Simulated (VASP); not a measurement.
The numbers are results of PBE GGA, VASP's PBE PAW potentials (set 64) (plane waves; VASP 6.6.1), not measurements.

A VASP calculation is set up with these files.

### POSCAR
```
GaP
1
    0.0000000000     2.7251349108     2.7251349108
    2.7251349108     0.0000000000     2.7251349108
    2.7251349108     2.7251349108     0.0000000000
Ga P
1 1
Direct
  0.0000000000   0.0000000000   0.0000000000
  0.2500000000   0.2500000000   0.2500000000
```

INCAR:
```
SYSTEM = GaP
PREC = Accurate
ENCUT = 520
EDIFF = 1E-7
NELM = 100
ALGO = Normal
LREAL = .FALSE.
LASPH = .TRUE.
ISMEAR = 0
SIGMA = 0.05
GGA = PE
LMAXMIX = 4
LWAVE = .FALSE.
LCHARG = .FALSE.
ISIF = 2
```

### KPOINTS
```
Automatic mesh
0
Gamma
8 8 8
0 0 0
```

POTCAR, in this order: Ga_d P (PBE.64 set). Program: vasp_std.

The resulting files:

OSZICAR:
```
       N       E                     dE             d eps       ncg     rms          rms(c)
DAV:   1     0.812245635958E+02    0.81225E+02   -0.93168E+03   759   0.198E+03
DAV:   2    -0.323377761081E+01   -0.84458E+02   -0.81841E+02   829   0.341E+02
DAV:   3    -0.926758781903E+01   -0.60338E+01   -0.60032E+01   919   0.755E+01
DAV:   4    -0.938279297468E+01   -0.11521E+00   -0.11513E+00   926   0.112E+01
DAV:   5    -0.938539000450E+01   -0.25970E-02   -0.25969E-02   931   0.141E+00    0.426E+00
DAV:   6    -0.914222002512E+01    0.24317E+00   -0.46660E-01  1161   0.129E+01    0.280E+00
DAV:   7    -0.911547023468E+01    0.26750E-01   -0.11690E-01   958   0.256E+00    0.113E+00
DAV:   8    -0.911554034543E+01   -0.70111E-04   -0.14760E-02   889   0.184E+00    0.169E-01
DAV:   9    -0.911590729612E+01   -0.36695E-03   -0.16095E-03   968   0.703E-01    0.876E-02
DAV:  10    -0.911597059911E+01   -0.63303E-04   -0.13358E-04  1120   0.128E-01    0.406E-02
DAV:  11    -0.911604252352E+01   -0.71924E-04   -0.10709E-04   829   0.109E-01    0.631E-03
DAV:  12    -0.911604179308E+01    0.73044E-06   -0.44677E-06  1004   0.363E-02    0.293E-03
DAV:  13    -0.911604220108E+01   -0.40800E-06   -0.13567E-06   864   0.116E-02    0.171E-03
DAV:  14    -0.911604213967E+01    0.61409E-07   -0.83750E-08   632   0.391E-03
   1 F= -.91160421E+01 E0= -.91160421E+01  d E =-.192468E-17
```

### OUTCAR
```
------------------------ aborting loop because EDIFF is reached ----------------------------------------
  FORCE on cell =-STRESS in cart. coord.  units (eV):
  Direction    XX          YY          ZZ          XY          YZ          ZX
  --------------------------------------------------------------------------------------
  Total        0.6289936      0.6289936      0.6289936      0.0000000      0.0000000      0.0000000
  in kB       24.8979052     24.8979052     24.8979052      0.0000000      0.0000000      0.0000000
  external PRESSURE =      24.8979052 kB  Pullay stress =       0.0000000 kB
  volume of cell :       40.48
      direct lattice vectors                 reciprocal lattice vectors
     0.000000000  2.725134911  2.725134911    -0.183477155  0.183477155  0.183477155
     2.725134911  0.000000000  2.725134911     0.183477155 -0.183477155  0.183477155
     2.725134911  2.725134911  0.000000000     0.183477155  0.183477155 -0.183477155
  FREE ENERGIE OF THE ION-ELECTRON SYSTEM (eV)
  ---------------------------------------------------
  free  energy   TOTEN  =        -9.1160421397 eV

  energy  without entropy=       -9.1160421397  energy(sigma->0) =       -9.11604214
```
(Selected blocks of OUTCAR.)

OUTCAR:
```
 val. band max:        4.6538477026   @ k =   0.0000   0.0000   0.0000

 cond. band min:       6.2953601861   @ k =   0.3750   0.3750   0.0000


 Fermi energy:         4.9370607370

 k-point     1 :       0.0000    0.0000    0.0000
  band No.  band energies     occupation
      1      -9.8977      2.00000
      2      -9.8977      2.00000
      3      -9.8977      2.00000
      4      -9.7980      2.00000
      5      -9.7980      2.00000
      6      -7.8389      2.00000
      7       4.6538      2.00000
      8       4.6538      2.00000
      9       4.6538      2.00000
     10       6.4813      0.00000
     11       8.5431      0.00000
     12       8.5431      0.00000
     13       8.5431      0.00000

 k-point     2 :       0.1250    0.0000    0.0000
  band No.  band energies     occupation
      1      -9.9114      2.00000
      2      -9.8930      2.00000
      3      -9.8930      2.00000
      4      -9.7980      2.00000
      5      -9.7980      2.00000
      6      -7.6364      2.00000
      7       3.0258      2.00000
      8       4.4242      2.00000
      9       4.4242      2.00000
     10       7.1052      0.00000
     11       8.8930      0.00000
     12       8.8930      0.00000
     13       9.1258      0.00000

 k-point     3 :       0.2500    0.0000    0.0000
  band No.  band energies     occupation
      1      -9.9416      2.00000
      2      -9.8830      2.00000
      3      -9.8830      2.00000
      4      -9.7967      2.00000
      5      -9.7967      2.00000
      6      -7.0628      2.00000
      7       0.7789      2.00000
      8       3.9916      2.00000
      9       3.9916      2.00000
     10       6.8110      0.00000
     11       9.3999      0.00000
     12       9.3999      0.00000
     13      11.0070      0.00000

 k-point     4 :       0.3750    0.0000    0.0000
  band No.  band energies     occupation
      1      -9.9687      2.00000
      2      -9.8753      2.00000
      3      -9.8753      2.00000
...
```

The compound is GaP in the zinc blende structure. This cell is one point of a volume scan, at 0.97 of the reference volume.
